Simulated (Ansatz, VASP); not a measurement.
**YV: VASP beside Ansatz**

The input INCAR:

```
SYSTEM = YV
PREC = Accurate
ENCUT = 520
EDIFF = 1E-6
ISMEAR = 0
SIGMA = 0.1
LREAL = .FALSE.
LASPH = .TRUE.
NELM = 100
ALGO = Normal
ISIF = 2
LWAVE = .FALSE.
LCHARG = .FALSE.
GGA = PE
NBANDS = 19
```

KPOINTS

```
Automatic mesh
0
G
  14 14 10
  0 0 0
```

POSCAR

```
YV
1.0
    3.6152368082      0.0000000000      0.0000000000
    0.0000000000      3.6152368082      0.0000000000
    0.0000000000      0.0000000000      3.6164416475
V Y
1 1
Direct
    0.0000000000      0.0000000000      0.0000000000
    0.5000000000      0.5000000000      0.5000000000
```

Input for Ansatz:

```yaml
crystal:
  lattice:
    - [3.6152368082, 0.0, 0.0]
    - [0.0, 3.6152368082, 0.0]
    - [0.0, 0.0, 3.6164416475]
  atoms:
    - { symbol: V, position: [0.0, 0.0, 0.0] }
    - { symbol: "Y", position: [0.5, 0.5, 0.5] }
basis:
  ecutwfc: 420
kpoints:
  mp_grid: { grid: [14, 14, 10] }
hamiltonian:
  xc: pbe
scf:
  occupations: { method: gaussian, width: 0.1 }
  lower_state_search: "off"
output:
  forces: true
  stress: true
  eigenvalues: true
```

Alike in both runs: task single point; functional PBE; k mesh 14 × 14 × 10; occupations gaussian, width 0.1 eV; no spin polarisation.

```csv
,VASP,Ansatz
version,VASP 6.6.1,Ansatz 0.2.0
potentials or method,"VASP PAW PBE potentials, release 64 (V_sv, Y_sv)","scalar-relativistic, plane waves, PAW"
plane-wave cutoff (eV),520,420
valence electrons in the cell,24,24
```

|  | VASP | Ansatz | Ansatz less VASP |
| --- | --- | --- | --- |
| gap on the k mesh at the Fermi level (eV) | none | none | - |
| pressure (GPa) | -5.4 | -5.3 | +0.04 |

A gap of «none» marks a metal or a gap that the smearing closes.
